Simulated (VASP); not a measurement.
# The Sommerfeld expansion tested on Mo

How do entropy and free energy of the electrons in Mo grow with the Fermi-Dirac width, and how far does the Sommerfeld expansion hold?

Program: VASP 6.6.1. Level of theory: PBEsol; plane waves and PAW (Mo_sv), in the first sound run; inputs show where later runs differ. Results are calculated unless marked as measured.

## 1. Starting point

It takes space group Im-3m (No. 229, cubic). The conventional cell has a = 3.150 Å, b = 3.150 Å, c = 3.150 Å, α = 90.00°, β = 90.00°, γ = 90.00°. Nearest to Mo lie 8 Mo at 2.73 Å.

Coordinates:

```
Mo
1.0
    -1.57500    1.57500    1.57500
     1.57500   -1.57500    1.57500
     1.57500    1.57500   -1.57500
Mo
1
Direct
  0.00000 0.00000 0.00000
```

## 2. Relax the crystal, PBEsol

The cell is relaxed and then held.

This step took 2 runs in a row; the last is shown.

Level: PBEsol; plane waves and PAW (Mo_sv).

INCAR

```
SYSTEM = Mo
PREC = Accurate
ENCUT = 450
EDIFF = 1E-07
NELM = 120
ISMEAR = 1
SIGMA = 0.15
LREAL = .FALSE.
ALGO = Normal
GGA = PS
NBANDS = 13
LASPH = .TRUE.
LORBIT = 11
LWAVE = .FALSE.
LCHARG = .FALSE.
KPAR = 8
IBRION = 2
NSW = 40
ISIF = 3
EDIFFG = -0.005
POTIM = 0.4
```

POSCAR

```
Mo
1.0
   -1.5654583727      1.5654583727      1.5654583727
    1.5654583727     -1.5654583727      1.5654583727
    1.5654583727      1.5654583727     -1.5654583727
Mo
1
Direct
    0.0000000000      0.0000000000      0.0000000000
```

KPOINTS

```
Automatic mesh
0
Gamma
19 19 19
0 0 0
```

The projector-augmented-wave data sets are Mo_sv (PBE family, release 64).

Command:

```
mpirun -np 8 vasp_std
```

The program printed:

```text
[banner, memory and clock lines left out]
running    8 mpi-ranks, on    1 nodes
[...]
|                                                                             |
|           W    W    AA    RRRRR   N    N  II  N    N   GGGG   !!!           |
|           W    W   A  A   R    R  NN   N  II  NN   N  G    G  !!!           |
|           W    W  A    A  R    R  N N  N  II  N N  N  G       !!!           |
|           W WW W  AAAAAA  RRRRR   N  N N  II  N  N N  G  GGG   !            |
|           WW  WW  A    A  R   R   N   NN  II  N   NN  G    G                |
|           W    W  A    A  R    R  N    N  II  N    N   GGGG   !!!           |
|                                                                             |
|     For optimal performance we recommend to set                             |
|       NCORE = 2 up to number-of-cores-per-socket                            |
|     NCORE specifies how many cores store one orbital (NPAR=cpu/NCORE).      |
|     This setting can greatly improve the performance of VASP for DFT.       |
[...]
|     You enforced a specific xc type in the INCAR file but a different       |
|     [... a line on the potential file left out ...]
|     I HOPE YOU KNOW WHAT YOU ARE DOING!                                     |
|                                                                             |

 LDA part: xc-table for (Slater+PW92), standard interpolation
 POSCAR, INCAR and KPOINTS ok, starting setup
[...]
entering main loop
       N       E                     dE             d eps       ncg     rms          rms(c)
DAV:   1     0.816794800185E+02    0.81679E+02   -0.73815E+03  5789   0.997E+02
DAV:   2    -0.115370062622E+02   -0.93216E+02   -0.89697E+02  6700   0.292E+02
DAV:   3    -0.125319363673E+02   -0.99493E+00   -0.99281E+00  6420   0.300E+01
DAV:   4    -0.125340748621E+02   -0.21385E-02   -0.21385E-02  6415   0.170E+00
[...]
DAV:  10    -0.117781289075E+02   -0.52425E-05   -0.11129E-05  5975   0.394E-02    0.426E-03
DAV:  11    -0.117781291646E+02   -0.25707E-06   -0.12950E-07  5305   0.381E-03    0.911E-04
DAV:  12    -0.117781290923E+02    0.72285E-07   -0.77336E-09  3045   0.103E-03
   1 F= -.11778129E+02 E0= -.11778007E+02  d E =-.117781E+02
[...]
reached required accuracy - stopping structural energy minimisation
```

Wall time 6.4 s (8 MPI ranks of AMD EPYC 9R14 (Zen 4), shared host); peak memory 0.97 GiB; 40 s of CPU time.

The logs omit lines about the potential files and the build; timing stands in the text.

From OUTCAR (step 2):

```text
  Total        0.0000526      0.0000526      0.0000526     -0.0000000      0.0000000     -0.0000000
  in kB        0.0054898      0.0054898      0.0054898     -0.0000000      0.0000000     -0.0000000
  external PRESSURE =       0.0054898 kB  Pullay stress =       0.0000000 kB

 POSITION                                       TOTAL-FORCE (eV/Angst)
 -----------------------------------------------------------------------------------
      0.00000      0.00000      0.00000        -0.000000     -0.000000     -0.000000
 -----------------------------------------------------------------------------------
    total drift:                                0.000000     -0.000000      0.000000

  FREE ENERGIE OF THE ION-ELECTRON SYSTEM (eV)
  ---------------------------------------------------
  free  energy   TOTEN  =       -11.7781290923 eV

  energy  without entropy=      -11.7777614452  energy(sigma->0) =      -11.77800654

 reached required accuracy - stopping structural energy minimisation

[... 3 further parts left out ...]
[key lines of the parts left out:]
E-fermi :  12.7971
```

This run gave:

- energy(sigma→0) of the program: -11.7780 eV
- stress, compression positive: xx, yy, zz 0.00, 0.00, 0.00 GPa
- volume: 15.346 Å³
- ionic steps: 1

## 3. Tetrahedra, PBEsol

Tetrahedra give the density of states at the Fermi level without smearing.

Level: PBEsol; plane waves and PAW (Mo_sv).

INCAR

```
SYSTEM = Mo
PREC = Accurate
ENCUT = 450
EDIFF = 1E-08
NELM = 100
ISMEAR = -5
SIGMA = 0.15
LREAL = .FALSE.
ALGO = Normal
GGA = PS
NBANDS = 15
LASPH = .TRUE.
LORBIT = 11
LWAVE = .FALSE.
LCHARG = .FALSE.
KPAR = 2
ISIF = 2
NEDOS = 3001
```

POSCAR is that of step 2.

KPOINTS

```
Automatic mesh
0
Gamma
34 34 34
0 0 0
```

Command:

```
mpirun -np 2 vasp_std
```

The program printed:

```text
[banner, memory and clock lines left out]
running    2 mpi-ranks, on    1 nodes
[...]
[... a notice as in an earlier step ...]

 LDA part: xc-table for (Slater+PW92), standard interpolation
 POSCAR, INCAR and KPOINTS ok, starting setup
[...]
entering main loop
       N       E                     dE             d eps       ncg     rms          rms(c)
DAV:   1     0.828774328242E+02    0.82877E+02   -0.71772E+03 32329   0.865E+02
DAV:   2    -0.115634922763E+02   -0.94441E+02   -0.91082E+02 38469   0.266E+02
DAV:   3    -0.125299389973E+02   -0.96645E+00   -0.96550E+00 35613   0.267E+01
DAV:   4    -0.125319658350E+02   -0.20268E-02   -0.20268E-02 39099   0.147E+00
[...]
DAV:  11    -0.117779998389E+02   -0.73979E-06   -0.99919E-08 37006   0.314E-03    0.794E-04
DAV:  12    -0.117779996703E+02    0.16852E-06   -0.29245E-09 26021   0.534E-04    0.118E-04
DAV:  13    -0.117779996786E+02   -0.82719E-08   -0.14854E-10 17677   0.136E-04
   1 F= -.11778000E+02 E0= -.11778000E+02  d E =0.000000E+00
|                                                                             |
|           W    W    AA    RRRRR   N    N  II  N    N   GGGG   !!!           |
|           W    W   A  A   R    R  NN   N  II  NN   N  G    G  !!!           |
|           W    W  A    A  R    R  N N  N  II  N N  N  G       !!!           |
|           W WW W  AAAAAA  RRRRR   N  N N  II  N  N N  G  GGG   !            |
|           WW  WW  A    A  R   R   N   NN  II  N   NN  G    G                |
|           W    W  A    A  R    R  N    N  II  N    N   GGGG   !!!           |
|                                                                             |
|     Tetrahedron method does not include variations of the Fermi             |
|     occupations, so forces and stress will be inaccurate. We suggest        |
|     using a different smearing scheme ISMEAR = 1 or 2 for metals in         |
|     relaxations.                                                            |
|                                                                             |
```

Run time: 2 min. Hardware: 2 MPI ranks; peak memory 0.76 GiB; 3.8 min of CPU time.

From OUTCAR (step 3):

```text
  Total        0.0127904      0.0127904      0.0127904      0.0000000     -0.0000000      0.0000000
  in kB        1.3353981      1.3353981      1.3353981      0.0000000     -0.0000000      0.0000000
  external PRESSURE =       1.3353981 kB  Pullay stress =       0.0000000 kB

 POSITION                                       TOTAL-FORCE (eV/Angst)
 -----------------------------------------------------------------------------------
      0.00000      0.00000      0.00000        -0.000000      0.000000      0.000000
 -----------------------------------------------------------------------------------
    total drift:                                0.000000     -0.000000      0.000000

  FREE ENERGIE OF THE ION-ELECTRON SYSTEM (eV)
  ---------------------------------------------------
  free  energy   TOTEN  =       -11.7779996786 eV

  energy  without entropy=      -11.7779996786  energy(sigma->0) =      -11.77799968

[... 1 part as in an earlier step ...]

[... 2 further parts left out ...]
[key lines of the parts left out:]
E-fermi :  12.7807
```

Numbers from this step:

* energy(sigma→0) of the program: -11.7780 eV

The run ends at a pressure of 0.13 GPa.

## 4. Electron temperature, PBEsol

One member in full: SIGMA = 0.075 eV.

Level: PBEsol; plane waves and PAW (Mo_sv).

INCAR: that of step 3 with these lines changed.

```diff
@@ -5,4 +5,4 @@
 NELM = 100
-ISMEAR = -5
-SIGMA = 0.15
+ISMEAR = -1
+SIGMA = 0.075
 LREAL = .FALSE.
@@ -17,2 +17 @@
 ISIF = 2
-NEDOS = 3001
```

POSCAR is that of step 3.

KPOINTS is that of step 3.

Command:

```
mpirun -np 2 vasp_std
```

The program printed:

```text
[... set-up lines as in an earlier step ...]
 entering main loop
       N       E                     dE             d eps       ncg     rms          rms(c)
DAV:   1     0.828476851027E+02    0.82848E+02   -0.71772E+03 32329   0.865E+02
DAV:   2    -0.115684178269E+02   -0.94416E+02   -0.90862E+02 38469   0.266E+02
DAV:   3    -0.125349019994E+02   -0.96648E+00   -0.96543E+00 35613   0.267E+01
DAV:   4    -0.125369288624E+02   -0.20269E-02   -0.20268E-02 39099   0.147E+00
[...]
DAV:  11    -0.117840109942E+02   -0.28407E-06   -0.99231E-08 36999   0.313E-03    0.788E-04
DAV:  12    -0.117840109002E+02    0.94025E-07   -0.29308E-09 26000   0.534E-04    0.112E-04
DAV:  13    -0.117840109043E+02   -0.41246E-08   -0.14563E-10 17698   0.135E-04
   1 F= -.11784011E+02 E0= -.11778441E+02  d E =-.111397E-01
```

Wall time 84 s (2 MPI ranks); peak memory 0.51 GiB; 2.6 min of CPU time.

OUTCAR, selected parts (step 4):

```text
  LATTYP: Found a body centered cubic cell.
 ALAT       =     3.1309167454

 Subroutine GETGRP returns: Found 48 space group operations
 (whereof 48 operations were pure point group operations)

The static configuration has the point symmetry O_h .

 Found   1059 irreducible k-points:

   dimension x,y,z NGX =    20 NGY =   20 NGZ =   20
   dimension x,y,z NGXF=    40 NGYF=   40 NGZF=   40

   ENCUT  =  450.0 eV  33.07 Ry    5.75 a.u.   4.69  4.69  4.69*2*pi/ulx,y,z

   NELECT =      14.0000    total number of electrons

 E-fermi :  12.7730

 k-point     1 :       0.0000    0.0000    0.0000
  band No.  band energies     occupation
    ...
      4     -21.6750      2.00000
      5       5.4185      2.00000
      6      11.3615      2.00000
      7      11.3615      2.00000
      8      11.3615      2.00000
      9      14.4454      0.00000
     10      14.4454      0.00000
     11      27.5996      0.00000
     12      27.5996      0.00000
     13      27.5996      0.00000
    ...

 k-point     2 :       0.0294    0.0000    0.0000
  band No.  band energies     occupation
    ...
      4     -21.6751      2.00000
      5       5.4582      2.00000
      6      11.3387      2.00000
      7      11.3582      2.00000
      8      11.3986      2.00000
      9      14.4097      0.00000
     10      14.4458      0.00000
     11      27.6310      0.00000
     12      27.6664      0.00000
     13      27.6830      0.00000
    ...

  Total        0.0088930      0.0088930      0.0088930      0.0000000     -0.0000000      0.0000000
  in kB        0.9284813      0.9284813      0.9284813      0.0000000     -0.0000000      0.0000000
  external PRESSURE =       0.9284813 kB  Pullay stress =       0.0000000 kB

 POSITION                                       TOTAL-FORCE (eV/Angst)
 -----------------------------------------------------------------------------------
      0.00000      0.00000      0.00000         0.000000      0.000000      0.000000
 -----------------------------------------------------------------------------------
    total drift:                               -0.000000     -0.000000      0.000000

  FREE ENERGIE OF THE ION-ELECTRON SYSTEM (eV)
  ---------------------------------------------------
  free  energy   TOTEN  =       -11.7840109043 eV

  energy  without entropy=      -11.7728712357  energy(sigma->0) =      -11.77844107

 total charge
# of ion       s       p       d       tot
------------------------------------------
    1        2.391   6.213   3.943  12.547

[... 2 parts as in an earlier step ...]

[... 7 further parts left out ...]
```

Read from the output:

```
energy(sigma→0) of the program : -11.7784 eV
stress, compression positive   : xx, yy, zz 0.09, 0.09, 0.09 GPa
```

The run ends at a pressure of 0.09 GPa.

## 5. The table

The other members went through these steps as far as the tables show, on the same mesh; 7 runs are not shown. The session took 0.42 core hours (wall time by ranks) on a shared machine.

```csv
width kT (eV),temperature (K),free energy less that of the narrowest width (meV/atom),TS (meV/atom),pressure (GPa),shift of the Fermi level (eV)
0.025,290,0.000,1.346,0.094,0.000
0.050,580,-1.873,4.864,0.085,-0.004
0.075,870,-4.932,11.140,0.093,-0.010
0.100,1160,-9.337,20.430,0.116,-0.017
0.150,1741,?,?,0.204,-0.032
0.200,2321,-41.430,88.175,0.350,-0.049
0.300,3481,-98.729,214.073,0.911,-0.081
```

## 6. The Sommerfeld expansion

At low temperature TS = (π²/3) g (kT)², so TS, twice the difference of energy(sigma→0) and the free energy, over (π²/3)(kT)² is an effective density of states: 0.655, 0.591, 0.602, 0.621, 0.670, 0.723 states/eV/atom in the rows shown.

Fitting a parabola to the 6 known rows (σ: width in eV) gives g = 2.279 σ² − 0.3565 σ + 0.6317 in states/eV/atom; the residuals are 0.020 states/eV/atom r.m.s.

At σ = 0.15 this predicts 0.630 states/eV/atom.

## 7. Prediction against calculation

The calculation gives 0.649 states/eV/atom, so the prediction is 0.019 states/eV/atom too low, within twice the residual of the fit.

The parabola in σ is an empirical guide, not the expansion itself. Tetrahedra give g = 0.584 states/eV/atom at the Fermi level, the limit that the series should reach at zero width.

## 8. Results

```json
{
 "density of states at the Fermi level, tetrahedra": "0.58 states/eV/atom",
 "Sommerfeld coefficient from it": "1.38 mJ per mole of atoms and K²",
 "pressure at the widest setting": "0.91 GPa",
 "error of the predicted g": "-0.019 states/eV/atom"
}
```

What this shows: Against the tetrahedron value, the effective density of states stands at +12 % at 0.025 eV, +1 % at 0.05 eV, +6 % at 0.1 eV, +24 % at 0.3 eV. At the widest setting the states within reach are denser than those at the Fermi level. The narrowest row breaks the trend of the next ones, as mesh noise would; no test of the mesh was run. The bare coefficient lacks the electron-phonon enhancement of measured heat capacities.

[Lines on the potential files, build, host, timing and source positions are cut from VASP's logs without a mark.]

[Logs are printed without paths, hosts, clocks, repeated set-up lines and the standing remarks that a program may print on its own settings, such as how far it seeks lower states.]

[Hosts, paths, dates, database ids (printed as entryN), source tags and the programs' standing remarks are cut or masked in the printed files.]
